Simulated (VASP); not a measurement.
OSZICAR of a VASP run on Cu (fcc):

**OSZICAR**
```
       N       E                     dE             d eps       ncg     rms          rms(c)
DAV:   1     0.366460684302E+02    0.36646E+02   -0.57104E+03  2224   0.202E+03
DAV:   2    -0.377160744285E+01   -0.40418E+02   -0.38431E+02  2176   0.195E+02
DAV:   3    -0.416056339435E+01   -0.38896E+00   -0.38765E+00  2585   0.284E+01
DAV:   4    -0.416342655062E+01   -0.28632E-02   -0.28629E-02  2752   0.220E+00
DAV:   5    -0.416345812061E+01   -0.31570E-04   -0.31570E-04  2555   0.177E-01    0.733E+00
DAV:   6    -0.371428844363E+01    0.44917E+00   -0.15939E+01  2274   0.921E+01    0.392E+00
DAV:   7    -0.335975266297E+01    0.35454E+00   -0.25960E+00  2292   0.369E+01    0.592E-01
DAV:   8    -0.335024844902E+01    0.95042E-02   -0.46178E-03  2389   0.968E-01    0.266E-01
DAV:   9    -0.334902007612E+01    0.12284E-02   -0.96148E-03  2421   0.212E+00    0.362E-02
DAV:  10    -0.334901582635E+01    0.42498E-05   -0.65806E-05  3202   0.170E-01    0.730E-03
DAV:  11    -0.334901397271E+01    0.18536E-05   -0.62073E-07  1865   0.123E-02    0.388E-04
DAV:  12    -0.334901403184E+01   -0.59126E-07   -0.61968E-08  1259   0.359E-03
   1 F= -.33490140E+01 E0= -.33489465E+01  d E =-.334901E+01
       N       E                     dE             d eps       ncg     rms          rms(c)
DAV:   1    -0.334956558620E+01   -0.55161E-03   -0.10339E-02  2275   0.260E+00    0.194E-01
DAV:   2    -0.334923454838E+01    0.33104E-03   -0.89232E-03  2269   0.212E+00    0.858E-02
DAV:   3    -0.334903710074E+01    0.19745E-03   -0.15338E-03  2248   0.902E-01    0.272E-02
DAV:   4    -0.334902259209E+01    0.14509E-04   -0.18732E-05  3027   0.538E-02    0.890E-04
DAV:   5    -0.334902247008E+01    0.12202E-06   -0.79254E-08  1235   0.378E-03
   2 F= -.33490225E+01 E0= -.33489584E+01  d E =-.843824E-05
```

Which electronic solver shows in the log?

It is blocked Davidson (ALGO = Normal, or the opening steps of other solvers). The INCAR had ALGO = Normal.

Can the final energy be trusted as converged?

The run converged. It stopped with EDIFF = 1E-6, NELM = 100, NSW = 60 and EDIFFG = -0.01 after 2 ionic steps (revPBE GGA, plane waves, VASP's PBE PAW potentials (set 64)).

The compound is Cu in the fcc structure. This run relaxes it. Symmetry was kept, so distortions that lower it aren't found. The start is the result of an earlier pass.
